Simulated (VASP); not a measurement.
Consider the following.

```
CELL_PARAMETERS angstrom
      0.00000     1.78822     1.78822
      1.78822     0.00000     1.78822
      1.78822     1.78822     0.00000
ATOMIC_POSITIONS crystal
  C  0.00000 0.00000 0.00000
  C  0.25000 0.25000 0.25000
```

Level of theory: optB88-vdW, VASP's PBE PAW potentials (set 64) (plane waves; VASP). Run with 520 eV cut-off, Gaussian smearing of 0.050 eV, potentials C.

Q: Give the energies of bands 2 to 7 at the high-symmetry points, in eV from the valence-band maximum.

A: 
| band | Γ | X | U | L | W |
|---|---|---|---|---|---|
| 2 | 0.00 | -12.57 | -11.55 | -13.12 | -11.81 |
| 3 | 0.00 | -6.17 | -9.10 | -2.74 | -8.12 |
| 4 | 0.00 | -6.17 | -5.25 | -2.74 | -8.12 |
| 5 | 5.66 | 4.95 | 5.85 | 8.53 | 10.71 |
| 6 | 5.66 | 4.95 | 10.80 | 8.53 | 10.71 |
| 7 | 5.66 | 16.62 | 14.26 | 8.86 | 12.27 |

The gap is indirect, 4.29 eV, from the valence maximum at Γ to the conduction minimum at Γ-X at 0.71.

The compound is C in the diamond structure. It was relaxed first.
